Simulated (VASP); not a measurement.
# WS2 (space group P6_3/mmc): computed properties

Method: LDA (Ceperley-Alder, Perdew-Zunger), VASP's LDA PAW potentials (set 64) (plane waves; VASP).

```json
{
 "space_group": "P6_3/mmc (194)",
 "cell": "a = b = 3.131 Å, c = 12.168 Å, α = β = 90.00°, γ = 120.00°",
 "volume_per_atom": "17.21 Å³/atom",
 "band gap (over mesh and band path)": "0.85 eV",
 "smallest direct gap (over mesh and band path)": "1.88 eV",
 "band_edge_character": "indirect, Γ to K-Γ at 0.44",
 "density": "7.97 g/cm³",
 "mean ε∞ (independent particles)": "13.20"
}
```

```cif
data_S4W2
_chemical_formula_sum 'W2 S4'
_space_group_name_H-M_alt 'P 1'
_space_group_IT_number 1
_cell_length_a 3.13057
_cell_length_b 3.13057
_cell_length_c 12.16830
_cell_angle_alpha 90.000
_cell_angle_beta 90.000
_cell_angle_gamma 120.000
loop_
_space_group_symop_operation_xyz
  'x, y, z'
loop_
_atom_site_label
_atom_site_type_symbol
_atom_site_fract_x
_atom_site_fract_y
_atom_site_fract_z
_atom_site_occupancy
W1 W 0.33333 0.66667 0.25000 1
W2 W 0.66667 0.33333 0.75000 1
S1 S 0.33333 0.66667 0.62155 1
S2 S 0.66667 0.33333 0.37845 1
S3 S 0.66667 0.33333 0.12155 1
S4 S 0.33333 0.66667 0.87845 1
```

Unless said otherwise, spin-orbit coupling is left out, though it shifts the bands of the heavy elements here.

The structure comes from a computed database's WS2 entry (P6_3/mmc); how it stands against other phases isn't given here. It was relaxed first, which changed the volume by -9 %. Symmetry was kept, so distortions that lower it aren't found.
